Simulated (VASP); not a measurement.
```yaml
crystal:
  lattice:
    - [0.00000, 2.74785, 2.74785]
    - [2.74785, 0.00000, 2.74785]
    - [2.74785, 2.74785, 0.00000]
  atoms:
    - { symbol: Zn, position: [0.00000, 0.00000, 0.00000] }
    - { symbol: S, position: [0.25000, 0.25000, 0.25000] }
```

Computed with revPBE GGA, VASP's PBE PAW potentials (set 64) (plane waves; VASP). Run with 520 eV cut-off, Gaussian smearing of 0.050 eV, potentials Zn S.

Give the energies of bands 2 to 12 at the high-symmetry points, in eV from the valence-band maximum.

| band | Γ | X | U | L | W |
|---|---|---|---|---|---|
| 2 | -6.12 | -6.10 | -6.02 | -6.01 | -5.98 |
| 3 | -6.12 | -5.81 | -5.87 | -6.01 | -5.87 |
| 4 | -6.12 | -5.81 | -5.76 | -5.65 | -5.72 |
| 5 | -5.67 | -5.61 | -5.64 | -5.65 | -5.71 |
| 6 | -5.67 | -5.47 | -5.37 | -5.49 | -5.32 |
| 7 | 0.00 | -4.33 | -4.35 | -4.93 | -4.32 |
| 8 | 0.00 | -2.03 | -2.85 | -0.79 | -2.50 |
| 9 | 0.00 | -2.03 | -1.65 | -0.79 | -2.49 |
| 10 | 2.02 | 3.63 | 4.26 | 3.30 | 5.81 |
| 11 | 6.47 | 4.14 | 5.92 | 7.00 | 5.85 |
| 12 | 6.47 | 10.78 | 9.37 | 7.00 | 7.84 |

The gap is direct, 2.02 eV, from the valence maximum at Γ to the conduction minimum at Γ.

Measured: gap 3.94 eV (computed value off by -1.92 eV), as given by Wei Chen et al., Physical Review Materials (2018), doi:10.1103/physrevmaterials.2.073803 [zero-point renormalisation of 0.1 eV added back (the table's ZPR column)].

The compound is ZnS in the zinc blende structure. It was relaxed first.
